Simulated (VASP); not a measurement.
Crystal: GaSb.

```
Ga Sb
1.0
     0.00000    3.05900    3.05900
     3.05900    0.00000    3.05900
     3.05900    3.05900    0.00000
Ga Sb
1 1
Cartesian
  0.0000 0.0000 0.0000
  1.5295 1.5295 1.5295
```

```yaml
Program: VASP 6.6.1
Task: relaxation of cell and atoms
Functional: LDA
Potentials_or_basis: VASP PAW LDA potentials, release 64 (Ga_d, Sb)
Cutoff: 350 eV
k_mesh: 6 × 6 × 6
Occupations: gaussian, width 0.02 eV
Spin: no spin polarisation
```

At the start: pressure -1.6 GPa; volume 28.62 Å³/atom.

Task: Where does the relaxation end?

Result: Over 6 steps the energy falls by 4.7 meV/atom and the volume is 27.68 Å³/atom (-3.3 %); space group F-43m (No. 216, to 0.05 Å).

The path:
```tsv
step	energy change (eV)	largest force (eV/Å)	pressure (GPa)	volume (Å³)
1	0.0000	0.0000	-1.59	57.25
2	-0.0089	0.0000	0.44	54.93
3	-0.0095	0.0000	-0.05	55.39
4	-0.0095	0.0000	0.07	55.34
5	-0.0094	0.0000	-0.09	55.42
6	-0.0095	0.0000	-0.01	55.36
```

Final structure:
```
Ga Sb
1.0
     0.00000    3.02494    3.02494
     3.02494    0.00000    3.02494
     3.02494    3.02494    0.00000
Ga Sb
1 1
Direct
  0.00000 0.00000 0.00000
  0.25000 0.25000 0.25000
```

Caveat: the cutoff is under 1.25 times the usual one of these potentials, so pressure, stress and relaxed cells hold a basis-set (Pulay) error.
